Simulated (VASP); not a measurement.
The system is SrZr2O3.

```
CELL_PARAMETERS angstrom
3.90182 0.00000 0.00000
-1.95091 3.37907 0.00000
0.00000 0.00000 8.26671
ATOMIC_POSITIONS crystal
Sr 0.00000 0.00000 0.00000
Zr 0.33333 0.66667 0.50000
Zr 0.66667 0.33333 0.50000
O 0.00000 0.00000 0.26151
O 0.00000 0.00000 0.73849
O 0.00000 0.00000 0.50000
```

The cell was built by a generator and needn't be a form met in nature.

| Property | Result |
| --- | --- |
| Program | VASP 6.6.1 |
| Task | relaxation of cell and atoms |
| Functional | PBE |
| Potentials or basis | VASP PAW PBE potentials, release 64 (Sr_sv, Zr_sv, O) |
| Cutoff | 520 eV |
| k mesh | 4 × 4 × 2 |
| Occupations | gaussian, width 0.15 eV |
| Spin | no spin polarisation |

At the start: pressure 23.2 GPa; volume 18.17 Å³/atom.

Question: Where does the relaxation end?

Answer: Over 12 steps the energy falls by 291.2 meV/atom and the volume is 22.71 Å³/atom (+25.0 %); space group P6/mmm (No. 191, to 0.05 Å).

Step by step:
| step | energy change (eV) | largest force (eV/Å) | pressure (GPa) | volume (Å³) |
| --- | --- | --- | --- | --- |
| 1 | 0.0000 | 0.4568 | 23.17 | 108.99 |
| 2 | -1.1914 | 0.3661 | -7.09 | 155.63 |
| 3 | -1.7251 | 0.2989 | -0.16 | 135.38 |
| 4 | -1.7272 | 0.2788 | 0.00 | 134.82 |
| 5 | -1.7329 | 0.1915 | 0.51 | 134.71 |
| 6 | -1.7352 | 0.0796 | 0.72 | 134.59 |
| 7 | -1.7371 | 0.0563 | 0.59 | 134.76 |
| 8 | -1.7416 | 0.0044 | 0.43 | 135.27 |
| 9 | -1.7443 | 0.1401 | 0.23 | 136.29 |
| 10 | -1.7446 | 0.1011 | 0.15 | 136.09 |
| 11 | -1.7463 | 0.0471 | 0.15 | 136.16 |
| 12 | -1.7472 | 0.0219 | 0.06 | 136.26 |

Final structure:
```cif
data_structure
_symmetry_space_group_name_H-M 'P 1'
_symmetry_Int_Tables_number 1
_cell_length_a 4.2520
_cell_length_b 4.2520
_cell_length_c 8.7023
_cell_angle_alpha 90.000
_cell_angle_beta 90.000
_cell_angle_gamma 120.000
_cell_volume 136.26
loop_
_atom_site_label
_atom_site_type_symbol
_atom_site_fract_x
_atom_site_fract_y
_atom_site_fract_z
_atom_site_occupancy
Sr1 Sr 0.00000 0.00000 0.00000 1
Zr1 Zr 0.33333 0.66667 0.50000 1
Zr2 Zr 0.66667 0.33333 0.50000 1
O1 O 0.00000 0.00000 0.25327 1
O2 O 0.00000 0.00000 0.74673 1
O3 O 0.00000 0.00000 0.50000 1
```

Caveat: the k mesh is coarse (spacing up to 0.46 Å⁻¹), so the values aren't converged; the volume moved by over 15 % at a fixed basis, so the end points are rough.
